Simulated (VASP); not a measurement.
A VASP calculation is set up with these files.

File KPOINTS:
```
K-points
0
G
 9 9 9
```

File POSCAR:
```
AlN
1
    0.0000000000     2.1746040000     2.1746040000
    2.1746040000     0.0000000000     2.1746040000
    2.1746040000     2.1746040000     0.0000000000
Al N
1 1
Direct
  0.0000000000   0.0000000000   0.0000000000
  0.7500000000   0.7500000000   0.7500000000
```

### INCAR
```
LREAL = .FALSE.   ! projection in real space or not
ENCUT = 400   ! plane-wave cut-off (eV)
LWAVE = .FALSE.
NELM = 100   ! most electronic steps
GGA = PE   ! PBE
SIGMA = 0.01   ! width (eV)
ISMEAR = 0   ! Gaussian
SYSTEM = AlN
EDIFF = 1E-6   ! SCF stop (eV)
LCHARG = .FALSE.
ISIF = 2
PREC = Accurate
ALGO = Normal
LASPH = .TRUE.
```

POTCAR, in this order: Al N (PBE.64 set). Program: vasp_std.

Question: Write an equivalent input for Quantum ESPRESSO's pw.x.

Answer: One equivalent input (not run):
```
&CONTROL
  calculation = 'scf'
  pseudo_dir = './pseudo'
  outdir = './out'
  tprnfor = .true.
  tstress = .true.
/
&SYSTEM
  ibrav = 0
  nat = 2
  ntyp = 2
  ecutwfc = 84
  occupations = 'smearing'
  smearing = 'gaussian'
  degauss = 0.000735
  input_dft = 'pbe'
/
&ELECTRONS
  conv_thr = 7.3e-08
  electron_maxstep = 100
/
ATOMIC_SPECIES
  Al 26.982 Al.upf
  N 14.007 N.upf
CELL_PARAMETERS angstrom
     0.0000000    2.1746040    2.1746040
     2.1746040    0.0000000    2.1746040
     2.1746040    2.1746040    0.0000000
ATOMIC_POSITIONS crystal
  Al   0.0000000  0.0000000  0.0000000
  N    0.7500000  0.7500000  0.7500000
K_POINTS automatic
  9 9 9 0 0 0
```
The two are equivalent in intent, not identical: the potentials are each code's own (VASP's PAW set, PseudoDojo norm-conserving files in pw.x), so ENCUT and ecutwfc are chosen apart and not converted; conv_thr bounds pw.x's estimated SCF error, while EDIFF bounds the energy change between steps.

The structure comes from a computed database's AlN entry; how it stands against other phases isn't given here. The cell was not relaxed at this level.
